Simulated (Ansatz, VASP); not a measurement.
## Ge (Germanium) in two plane-wave programs

Wanted: the spread between two codes on one cell, functional and k mesh. The cell is taken from a series of runs on this material, whose earlier steps may have relaxed, scaled, displaced or heated it; both programs get it as it stands.

Calculated with Ansatz 0.2.0; plane waves, with VASP 6.6.1 beside it; zone-centre phonons at PBEsol.

### Step 1. The starting structure

The structure is trigonal, space group R-3m (No. 166). Conventional cell: a = 4.174 Å, b = 4.174 Å, c = 9.679 Å, α = 90.00°, β = 90.00°, γ = 120.00°. Ge has 4 Ge at 2.47 to 2.53 Å nearest.

Coordinates:

```xyz
2
Lattice="-0.1049 2.8465 2.8465 2.8465 -0.1049 2.8465 2.8465 2.8465 -0.1049" Properties=species:S:1:pos:R:3 pbc="T T T"
Ge    2.7801    2.7801    2.7801
Ge    4.2051    4.2051    4.2051
```

### Step 2. VASP: zone-centre phonons, PBEsol

Second derivatives magnify differences that forces hide, and they need a tight electronic threshold.

Lines of VASP's logs that name or quote its potential files are left out, and so is its time.

Input file INCAR:

```
SYSTEM = Ge
PREC = Accurate
ENCUT = 500
EDIFF = 1E-08
NELM = 120
ISMEAR = 1
SIGMA = 0.2
LREAL = .FALSE.
ALGO = Normal
GGA = PS
NBANDS = 20
LORBIT = 11
LWAVE = .FALSE.
LCHARG = .FALSE.
ISIF = 2
IBRION = 8
LASPH = .TRUE.
GGA_COMPAT = .FALSE.
KPAR = 2
```

Input file POSCAR:

```
Ge
1.0
   -0.1048767105      2.8465007827      2.8465007827
    2.8465007827     -0.1048767105      2.8465007827
    2.8465007827      2.8465007827     -0.1048767105
Ge
2
Direct
    0.4975017692      0.4975017692      0.4975017692
    0.7524982308      0.7524982308      0.7524982308
```

Input file KPOINTS:

```
Automatic mesh
0
Gamma
16 16 16
0 0 0
```

Potentials, in the order of the species: Ge_d (PBE family, release 64).

Started as:

```
$ mpirun -np 2 vasp_std
```

Numbers of over 12 decimals in the logs are rounded to 6 here.

The program printed:

```text
[banner, memory and clock lines left out]
running    2 mpi-ranks, on    1 nodes
 distrk:  each k-point on    1 cores,    2 groups
 distr:  one band on    1 cores,    1 groups

 POSCAR found type information on POSCAR Ge
 POSCAR found :  1 types and       2 ions
|                                                                             |
|               ----> ADVICE to this user running VASP <----                  |
|                                                                             |
|     You enforced a specific xc type in the INCAR file but a different       |
|     [... a line on the potential file left out ...]
|     I HOPE YOU KNOW WHAT YOU ARE DOING!                                     |
|                                                                             |

 LDA part: xc-table for (Slater+PW92), standard interpolation
 POSCAR, INCAR and KPOINTS ok, starting setup
 FFT: planning ... GRIDC
 FFT: planning ... GRID_SOFT
 FFT: planning ... GRID
 WAVECAR not read
 entering main loop
       N       E                     dE             d eps       ncg     rms          rms(c)
DAV:   1     0.184176614940E+03    0.18418E+03   -0.14646E+04 17824   0.364E+03
DAV:   2     0.164263987392E+02   -0.16775E+03   -0.16346E+03 16716   0.588E+02
DAV:   3    -0.906924460125E+01   -0.25496E+02   -0.25308E+02 18768   0.146E+02
DAV:   4    -0.991782774012E+01   -0.84858E+00   -0.84794E+00 18756   0.312E+01
DAV:   5    -0.993244905011E+01   -0.14621E-01   -0.14621E-01 18644   0.452E+00    0.294E+00
DAV:   6    -0.984720079530E+01    0.85248E-01   -0.34481E-02 22184   0.245E+00    0.168E+00
DAV:   7    -0.980687602754E+01    0.40325E-01   -0.56621E-02 17516   0.250E+00    0.155E-01
DAV:   8    -0.980769346128E+01   -0.81743E-03   -0.73002E-03 18932   0.120E+00    0.538E-02
DAV:   9    -0.980780970971E+01   -0.11625E-03   -0.26405E-04 19632   0.216E-01    0.194E-02
DAV:  10    -0.980783569997E+01   -0.25990E-04   -0.30867E-05 21856   0.490E-02    0.607E-03
DAV:  11    -0.980783832841E+01   -0.26284E-05   -0.50148E-06 18376   0.206E-02    0.175E-03
DAV:  12    -0.980783835770E+01   -0.29292E-07   -0.91678E-07 21540   0.160E-02    0.756E-04
DAV:  13    -0.980783838211E+01   -0.24402E-07   -0.93163E-08 21980   0.507E-03    0.393E-04
DAV:  14    -0.980783839925E+01   -0.17144E-07   -0.67763E-09 11932   0.106E-03    0.813E-05
DAV:  15    -0.980783839105E+01    0.81955E-08   -0.12888E-09  9556   0.361E-04
   1 F= -.98078384E+01 E0= -.98078594E+01  d E =0.630346E-04
 Linear response reoptimize wavefunctions to high precision
DAV:   1    -0.980783838612E+01    0.49367E-08   -0.19410E-10 10080   0.239E-04
DAV:   2    -0.980783838611E+01    0.10914E-10   -0.50938E-11  9120   0.850E-05
 Linear response DOF=           1
 Linear response progress:
  Degree of freedom:   1/  1
       N       E                     dE             d eps       ncg     rms          rms(c)
RMM:   1    -0.187119752785E+00   -0.18712E+00    0.79973E+00 54165   0.440E+01
RMM:   2    -0.194204814711E+00   -0.70851E-02   -0.12317E-02 71477   0.101E+00    0.681E-02
RMM:   3    -0.194197431784E+00    0.73829E-05   -0.86169E-04 74555   0.301E-01    0.393E-02
RMM:   4    -0.194079378168E+00    0.11805E-03   -0.54677E-05 79807   0.785E-02    0.444E-03
RMM:   5    -0.194077935992E+00    0.14422E-05   -0.44746E-06 76834   0.180E-02    0.210E-03
RMM:   6    -0.194082713643E+00   -0.47777E-05   -0.28857E-07 78393   0.504E-03    0.337E-04
RMM:   7    -0.194082135538E+00    0.57810E-06   -0.93675E-08 80635   0.160E-03    0.182E-04
RMM:   8    -0.194081341459E+00    0.79408E-06   -0.29285E-09 81871   0.583E-04    0.442E-05
RMM:   9    -0.194081265905E+00    0.75553E-07   -0.59593E-09 74150   0.258E-04    0.176E-05
RMM:  10    -0.194081417759E+00   -0.15185E-06   -0.12206E-08 82029   0.118E-04    0.648E-06
RMM:  11    -0.194081452918E+00   -0.35158E-07   -0.14244E-08 82914   0.572E-05    0.340E-06
RMM:  12    -0.194081491685E+00   -0.38768E-07   -0.10572E-08 84711   0.335E-05    0.952E-07
RMM:  13    -0.194081491765E+00   -0.79765E-10   -0.26824E-09 62029   0.225E-05    0.540E-07
 first order change of Fermi-energy  -0.95615E-01
 force on displaced ion       1 direction 1 :  -8.991  -0.242  -0.242
 Linear response finished
```

From OUTCAR (step 2):

```text
ion  position               nearest neighbor table
   1  0.498  0.498  0.498-   2 2.47   2 2.53   2 2.53   2 2.53
   2  0.752  0.752  0.752-   1 2.47   1 2.53   1 2.53   1 2.53

  LATTYP: Found a trigonal (rhomboedric) cell.
 ALAT       =     4.0269259412
 COS(alpha) =     0.4628417665

 Subroutine GETGRP returns: Found 12 space group operations
 (whereof  6 operations were pure point group operations)

The static configuration has the point symmetry C_3v.
 The point group associated with its full space group is D_3d.

 Found    417 irreducible k-points:

   k-points           NKPTS =    417   k-points in BZ     NKDIM =    417   number of bands    NBANDS=     20

   dimension x,y,z NGX =    30 NGY =   30 NGZ =   30
   dimension x,y,z NGXF=    60 NGYF=   60 NGZF=   60

   ENCUT  =  500.0 eV  36.75 Ry    6.06 a.u.   7.34  7.34  7.34*2*pi/ulx,y,z

   NELECT =      28.0000    total number of electrons

 k-points in reciprocal lattice and weights: Automatic mesh
   0.00000000  0.00000000  0.00000000       0.000
   0.06250000  0.00000000 -0.00000000       0.001
   0.12500000  0.00000000 -0.00000000       0.001
   0.18750000 -0.00000000 -0.00000000       0.001
   0.25000000  0.00000000 -0.00000000       0.001
   0.31250000  0.00000000  0.00000000       0.001
   0.37500000 -0.00000000 -0.00000000       0.001
   0.43750000  0.00000000 -0.00000000       0.001
   0.50000000  0.00000000 -0.00000000       0.001
[...]
-0.43750000  0.50000000  0.43750000       0.001
   0.50000000  0.50000000  0.50000000       0.000

 average (electrostatic) potential at core
       1 -74.7851       2 -74.7851

  Total       -1.1125070     -1.1125070     -1.1125070      0.5376772      0.5376772      0.5376772
  in kB      -36.6182591    -36.6182591    -36.6182591     17.6976893     17.6976893     17.6976893
  external PRESSURE =     -36.6182591 kB  Pullay stress =       0.0000000 kB

  energy-cutoff  :      500.00
  volume of cell :       48.68
      direct lattice vectors                 reciprocal lattice vectors
    -0.104876710  2.846500783  2.846500783    -0.166232923  0.172591914  0.172591914
     2.846500783 -0.104876710  2.846500783     0.172591914 -0.166232923  0.172591914
     2.846500783  2.846500783 -0.104876710     0.172591914  0.172591914 -0.166232923

 POSITION                                       TOTAL-FORCE (eV/Angst)
 -----------------------------------------------------------------------------------
      2.78010      2.78010      2.78010         0.001652      0.001652      0.001652
      4.20505      4.20505      4.20505        -0.001652     -0.001652     -0.001652
 -----------------------------------------------------------------------------------
    total drift:                               -0.000000      0.000000     -0.000000

 Eigenvectors and eigenvalues of the dynamical matrix
 ----------------------------------------------------

   1 f  =    7.986151 THz    50.178465 2PiTHz  266.389317 cm-1    33.028051 meV
             X         Y         Z           dx          dy          dz
      2.780102  2.780102  2.780102    -0.408248   -0.408248   -0.408248
      4.205054  4.205054  4.205054     0.408248    0.408248    0.408248

   2 f  =    7.674556 THz    48.220657 2PiTHz  255.995632 cm-1    31.739399 meV
             X         Y         Z           dx          dy          dz
      2.780102  2.780102  2.780102    -0.179700   -0.385314    0.565014
      4.205054  4.205054  4.205054     0.179700    0.385314   -0.565014

   3 f  =    7.674556 THz    48.220657 2PiTHz  255.995632 cm-1    31.739399 meV
             X         Y         Z           dx          dy          dz
      2.780102  2.780102  2.780102     0.548672   -0.429961   -0.118712
      4.205054  4.205054  4.205054    -0.548672    0.429961    0.118712

   4 f  =    0.000000 THz     0.000001 2PiTHz    0.000003 cm-1     0.000000 meV
             X         Y         Z           dx          dy          dz
      2.780102  2.780102  2.780102    -0.132713   -0.679349    0.144474
      4.205054  4.205054  4.205054    -0.132713   -0.679349    0.144474

   5 f  =    0.000000 THz     0.000000 2PiTHz    0.000002 cm-1     0.000000 meV
             X         Y         Z           dx          dy          dz
      2.780102  2.780102  2.780102     0.694189   -0.125059    0.049622
      4.205054  4.205054  4.205054     0.694189   -0.125059    0.049622

   6 f/i=    0.000000 THz     0.000001 2PiTHz    0.000003 cm-1     0.000000 meV
             X         Y         Z           dx          dy          dz
      2.780102  2.780102  2.780102     0.022122   -0.151148   -0.690409
      4.205054  4.205054  4.205054     0.022122   -0.151148   -0.690409

 ELASTIC MODULI CONTR FROM IONIC RELAXATION (kBar)
 Direction    XX          YY          ZZ          XY          YZ          ZX
 --------------------------------------------------------------------------------
 XX          -3.1436     -2.8822     -2.8822    -12.9911    -18.3497    -13.6643
 YY          -2.8822     -3.1436     -2.8822    -13.6643    -12.9911    -18.3497
 ZZ          -2.8822     -2.8822     -3.1436    -18.3497    -13.6643    -12.9911
 XY         -12.9911    -13.6643    -18.3497   -140.9899    -43.1922    -43.1922
 YZ         -18.3497    -12.9911    -13.6643    -43.1922   -140.9899    -43.1922
 ZX         -13.6643    -18.3497    -12.9911    -43.1922    -43.1922   -140.9899
 --------------------------------------------------------------------------------
```

### Step 3. Ansatz: zone-centre phonons, PBEsol

Ansatz runs on its PAW soft_1 files.

The same cell, functional, mesh and smearing now go to Ansatz, which takes its cutoff from its data sets.

Input file input.yaml:

```yaml
crystal:
  lattice:
    - [-0.1048767105, 2.8465007827, 2.8465007827]
    - [2.8465007827, -0.1048767105, 2.8465007827]
    - [2.8465007827, 2.8465007827, -0.1048767105]
  atoms:
    - { symbol: Ge, position: [0.4975017692, 0.4975017692, 0.4975017692] }
    - { symbol: Ge, position: [0.7524982308, 0.7524982308, 0.7524982308] }
kpoints:
  mp_grid: { grid: [16, 16, 16] }
hamiltonian:
  xc: pbesol
  pseudopotentials: { kind: paw, azcp: { folder: soft_1 }, xc_functional: pbe }
scf:
  occupations: { method: methfessel_paxton, width: 0.2 }
output:
  eigenvalues: true
phonons:
  method: dfpt
```

Started as:

```
$ ansatz run input.yaml --threads 4 --pin off --max-ram 10240MiB --backend cpu --events-out ev --progress --plain --runs-dir out
```

The program printed:

```text
Engine: ansatz 0.2.0, aarch64-unknown-linux-gnu
Pseudopotentials: kind: paw
Pseudopotential: Ge, paw, valence charge 14, recommended cutoff 420 eV (normal), soft_1/Ge.paw.azcp
Functional definition: PBEsol
  exchange = pbesol_x
  correlation = pbesol_c
Crystal: 2 atoms, lattice volume = 48.676 Å³
Basis set: ecut = 420 eV, 929 PW (Γ), exchange–correlation on 64×64×64 points (8 copies of the dense FFT grid, shifted against one another)
Bands: 18, of which v1, the nominal top of the filled ones, is band 14 counted from 1 (13 counted from 0)
Symmetry: 12 space group operations
k-points: 1098 of 4096 (irreducible under 2 space group operations, time reversal used)
Non-local potential: Ge, projectors of the file, l = 0: 2, l = 1: 2, l = 2: 3, l = 3: 1
PAW form: soft (Blöchl's): semilocal exchange-correlation on the pseudo side does not see the compensation charge
PAW frozen core: Ge, regenerated for the run's functional, and the local potential with it (the file was generated under x = pbe(κ = 0.804, μ = 0.219515), c = pbe(β = 0.066725))
PAW one-centre angular grid: Ge, 590 points (default); XC on 64 Gauss nodes
Initial density: superposition of atomic densities (chi_scale 0.1, normalization cell)
Initial wavefunctions: pseudopotential atomic-orbital guess
Functional: x = pbesol(κ = 0.804, μ = 0.123457), c = pbesol(β = 0.046)
SCF iter   1: F=—  HF=-8507.004380 eV  |F-HF|=—  |Δ(HF+E_count)|=         —  Δρ=3.19e-2  dr2=4.01e-1  ethr=3.10e-3  ⟨swp⟩=5.1  Hψ=86529  notcnv=0
preconditioner: auto → Kerker (q_TF=auto, 2.488 Å⁻¹)  [metal: Δε(μ)=0.114 eV  Ē_g=22.968 eV  σ=0.200 eV  W_gap=0.45  n_scr=14 (ndim 8)  ℏωp=28.2 eV  f_vac=0.000  D(μ)=0.09/eV (n_scr^D=0)]
SCF iter   2: F=—  HF=-8506.978746 eV  |F-HF|=—  |Δ(HF+E_count)|=   2.56e-2  S|Δr|=    0.00e0  Δρ=2.09e-2  dr2=2.00e-1  ethr=1.43e-3  ⟨swp⟩=1.0  Hψ=28548  notcnv=0
SCF iter   3: F=—  HF=-8506.940714 eV  |F-HF|=—  |Δ(HF+E_count)|=   3.80e-2  S|Δr|=    0.00e0  Δρ=3.49e-3  dr2=1.16e-2  ethr=7.14e-4  ⟨swp⟩=1.1  Hψ=19957  notcnv=0
SCF iter   4: F=—  HF=-8506.940089 eV  |F-HF|=—  |Δ(HF+E_count)|=   6.25e-4  S|Δr|=    0.00e0  Δρ=2.41e-3  dr2=4.31e-3  ethr=4.14e-5  ⟨swp⟩=2.1  Hψ=33812  notcnv=0
SCF iter   5: F=—  HF=-8506.941104 eV  |F-HF|=—  |Δ(HF+E_count)|=   1.02e-3  S|Δr|=    0.00e0  Δρ=5.91e-4  dr2=2.31e-4  ethr=1.54e-5  ⟨swp⟩=2.0  Hψ=35145  notcnv=0
SCF iter   6: F=—  HF=-8506.941256 eV  |F-HF|=—  |Δ(HF+E_count)|=   1.52e-4  S|Δr|=    0.00e0  Δρ=1.20e-4  dr2=6.74e-6  ethr=8.25e-7  ⟨swp⟩=2.0  Hψ=35161  notcnv=0
SCF iter   7: F=—  HF=-8506.941272 eV  |F-HF|=—  |Δ(HF+E_count)|=   1.61e-5  S|Δr|=    0.00e0  Δρ=2.75e-5  dr2=4.16e-7  ethr=2.41e-8  ⟨swp⟩=2.0  Hψ=35190  notcnv=0
SCF iter   8: F=—  HF=-8506.941273 eV  |F-HF|=—  |Δ(HF+E_count)|=   8.98e-7  S|Δr|=    0.00e0  Δρ=8.18e-6  dr2=5.74e-8  ethr=1.49e-9  ⟨swp⟩=2.0  Hψ=35166  notcnv=0
SCF iter   9: F=—  HF=-8506.941273 eV  |F-HF|=—  |Δ(HF+E_count)|=   4.76e-8  S|Δr|=    0.00e0  Δρ=3.43e-6  dr2=8.96e-9  ethr=2.05e-10  ⟨swp⟩=2.1  Hψ=24837  notcnv=0
SCF iter  10: F=—  HF=-8506.941273 eV  |F-HF|=—  |Δ(HF+E_count)|=   4.57e-9  S|Δr|=    0.00e0  Δρ=7.47e-7  dr2=2.55e-10  ethr=3.20e-11  ⟨swp⟩=2.0  Hψ=24179  notcnv=0
SCF iter  11: F=—  HF=-8506.941273 eV  |F-HF|=—  |Δ(HF+E_count)|=  4.64e-10  S|Δr|=    0.00e0  Δρ=2.45e-7  dr2=1.67e-11  ethr=1.00e-12  ⟨swp⟩=2.0  Hψ=24236  notcnv=0
SCF iter  12: F=-8506.941273 eV  HF=-8506.941273 eV  |F-HF|=1.82e-12  |Δ(HF+E_count)|=  2.73e-11  S|Δr|=    0.00e0  Δρ=3.65e-8  dr2=3.80e-13  ethr=1.00e-12  ⟨swp⟩=5.0  Hψ=74645  notcnv=0
SCF 1 converged in 12 iterations: F = -8506.941273 eV  dr2 = 3.80e-13
  greatest PAW one-centre occupation: 0.998 electrons in one spin orbital (limit 2), on the Ge atom at site 1 (counted from 0), in its partial waves of l = 2
DFPT response loops at Γ: preconditioner auto → Kerker (q_TF=auto, 2.488 Å⁻¹) (partly filled bands, converged f_vac=0.075); β = 1.00, the filter's whole step (`scf.mixing.beta` (0.50) is not read by the response loops under this deck's `scf.mixing.preconditioner`; to damp them name `kerker` or `kerker_dos`, under which they read `scf.mixing.beta`, and type it under 1.00, their step now; both keys bind the ground state too); Broyden in place of MSR1
SCF converged after 12 iterations
Stability not checked: this state was not tested for a lower state beside it, because cold or Methfessel-Paxton smearing, or corrected tetrahedra, fill the levels in a way that the test cannot read (fill_not_monotonic; see scf.lower_state_search)
Free energy (F): -8506.941273 eV
Harris-Foulkes:  -8506.941273 eV  (|F-HF|=1.82e-12)
Internal energy: -8506.941331 eV  (E = F + TS)
E sigma→0 (E₀):  -8506.941288 eV
Entropy (-TS):   0.000058 eV (0.029 meV/atom)
Fermi energy:    7.428976 eV
--- Per-component energies (eV) ---
  E_band       = -326.255103
  E_kinetic    = 183.922569
  E_local      = -4606.542953  (includes V_loc(G=0)·N_el)
  E_nonlocal   = 437.731620
  E_hartree    = 2184.746838
  E_xc         = -141.359364
  E_vxc        = -129.200624  (∫ρ·V_xc dr)
  E_paw        = -3943.853365  (= ΣΔE_a)
  E_vpaw       = -581.659424  (= ΣTr[D̂ρ^β])
  E_aug_tail   = 0.000039  (compensation charges beyond the density's cutoff)
  E_ewald      = -2623.422591
  E_core_change = 1.835876  (= ΣΔE_core)
  E_smearing   = 0.000058  (= −TS)
  E_closure    = 0.000000  (closes the sum)
  Σ components = -8506.941273   (vs F -8506.941273, Δ=0.00e0)
--- Band table (eV; the first three rows and the last of 1098) ---
  k-point 0: bands = [... 10 lower, -4.7731, 6.7400, 7.3651, 7.3651, 7.7296, 9.8247, 9.8247, 10.4295]
  k-point 1: bands = [... 10 lower, -4.7297, 5.9700, 7.2859, 7.6053, 7.9014, 9.9399, 10.0402, 10.4996]
  k-point 2: bands = [... 10 lower, -4.6007, 4.8817, 7.0923, 7.3767, 8.1983, 10.2287, 10.5299, 10.8558]
  k-point 1097: bands = [... 10 lower, -2.5907, 0.2101, 5.9344, 5.9344, 6.8911, 10.9252, 10.9252, 14.0751]
--- Phonons (Γ-DFPT): 1 representative perturbation + reference, on 1098 of 4096 k-points (Σ response iterations 3) ---
  k mesh reduced under 2 symmetry operations, with k and −k counted as one. Each operation leaves every solved perturbation unchanged. A smaller set is not used because it would not reduce the number of displacements times k-points to solve
  ASR residual: 8.773e-6 → 0.000e0 eV/Å²; symmetrization residual: 9.788e-13 eV/Å²
  ASR residual per site (eV/Å²): 8.77e-6 8.77e-6
  Γ frequencies (cm⁻¹): 0.00 0.00 0.00 255.82 255.82 266.89
  non-analytic LO–TO correction: not included (Born effective charges unavailable; polar crystals: no LO–TO splitting at Γ)
```

Reading the cycles: dr2 is the Hartree energy of the density residual (eV), the measure of convergence; HF is the Harris–Foulkes estimate of the energy, which meets the free energy F at convergence.

### Step 4. Comparison

Known differences besides the potentials themselves: the cutoff is 420 eV in Ansatz and 500 eV in VASP; Ansatz makes its cores anew for this functional, VASP keeps those of its PBE data sets. Total energies have different zeros and are not compared.

Both answers:

```csv
quantity,Ansatz,VASP,difference
optical mode 1 to 2 (cm⁻¹),255.8,256.0,-0.07 %
optical mode 3 (cm⁻¹),266.9,266.4,+0.19 %
```

Modes are paired by rising frequency, not by their patterns, so a pair may set unlike modes beside each other; they are those without the splitting of longitudinal modes.

### Step 5. Summary of results

| Item | Value |
| --- | --- |
| r.m.s. difference of the optical zone-centre modes, each program's sorted by frequency (zone-centre phonons, PBEsol) | 0.32 cm⁻¹ |

The r.m.s. difference of the optical zone-centre modes, each program's sorted by frequency is 0.32 cm⁻¹ (zone-centre phonons, PBEsol). How closely two codes agree says nothing of how well the functional describes the real material.

[Lines on the potential files, build, host, timing and source positions are cut from VASP's logs without a mark.]

[Logs are printed without paths, hosts, clocks, repeated set-up lines and the standing remarks that a program may print on its own settings, such as how far it seeks lower states.]

[Hosts, paths, dates, database ids (printed as entryN), source tags and the programs' standing remarks are cut or masked in the printed files.]
